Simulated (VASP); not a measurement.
An input for Ansatz (written as the equivalent of a VASP run, and not itself run):

Ansatz 0.2 input:
```yaml
crystal:
  lattice:
    - [3.7991957, 0.0000000, 0.0000000]
    - [0.0000000, 3.7991957, 0.0000000]
    - [0.0000000, 0.0000000, 3.7991957]
  atoms:
    - { symbol: Ba, position: [0.0000000, 0.0000000, 0.0000000] }
    - { symbol: S, position: [0.5000000, 0.5000000, 0.5000000] }
kpoints:
  mp_grid: { grid: [6, 6, 6] }
hamiltonian:
  xc: pbesol
  pseudopotentials: { kind: paw }
scf:
  occupations: { method: gaussian, width: 0.05 }
  max_iter: 100
relax:
  max_steps: 60
  f_tol: 0.01
  cell: {}
output: { forces: true, stress: true, eigenvalues: true }
```

Problem. Translate this input to VASP (INCAR, KPOINTS, POSCAR, choice of POTCAR).

Solution. One answer among several that fit: 
**INCAR**
```
ALGO = Normal
EDIFF = 1E-6
EDIFFG = -0.01
ENCUT = 400
GGA = PS
IBRION = 2
ISIF = 3
ISMEAR = 0
LASPH = .TRUE.
LCHARG = .FALSE.
LMAXMIX = 4
LREAL = .FALSE.
LWAVE = .FALSE.
NELM = 100
NSW = 60
PREC = Accurate
SIGMA = 0.05
SYSTEM = BaS
```

KPOINTS:
```
K-points
0
Gamma
 6 6 6
```

**POSCAR**
```
BaS
1.0
  3.7991956519   0.0000000000   0.0000000000
  0.0000000000   3.7991956519   0.0000000000
  0.0000000000   0.0000000000   3.7991956519
Ba S
1 1
direct
  0.0000000000   0.0000000000   0.0000000000
  0.5000000000   0.5000000000   0.5000000000
```

POTCAR, in this order: Ba_sv S (PBE.64 set). Program: vasp_std.

What does not carry over: each code has its own PAW files, so the cut-off isn't converted (ENCUT is set for VASP's; basis.ecutwfc is left out, and Ansatz then takes the one that its files recommend); Ansatz stops its SCF on the density residual and VASP on the energy change (EDIFF).

The structure was generated: BaS was put into the CsCl type type (Pm-3m), which need not be its known phase. It was relaxed first, which changed the volume by -24 %. The start is the result of an earlier pass.
